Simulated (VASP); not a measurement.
Data:

```
CELL_PARAMETERS angstrom
     -1.66402     1.66402     1.66402
      1.66402    -1.66402     1.66402
      1.66402     1.66402    -1.66402
ATOMIC_POSITIONS crystal
  Nb 0.00000 0.00000 0.00000
```

Method: SCAN meta-GGA, VASP's PBE PAW potentials (set 64) (plane waves; VASP). Settings: 520 eV cut-off, 15×15×15 Γ-centred mesh, first-order Methfessel-Paxton smearing of 0.10 eV, potentials Nb_sv.

What does the run give for the energy per atom (σ→0), pressure, band gap (on the k-mesh) with the smallest direct gap where there is one?

```yaml
band gap (on the k-mesh): none (metal, semimetal or under 0.01 eV)
energy per atom (σ→0): -33.226 eV/atom
pressure: -5.34 GPa
```

The absolute energy has meaning only against runs of the same code, potentials and settings.

The compound is Nb in the bcc structure. This cell is one point of a volume scan, at 1.03 of the reference volume.
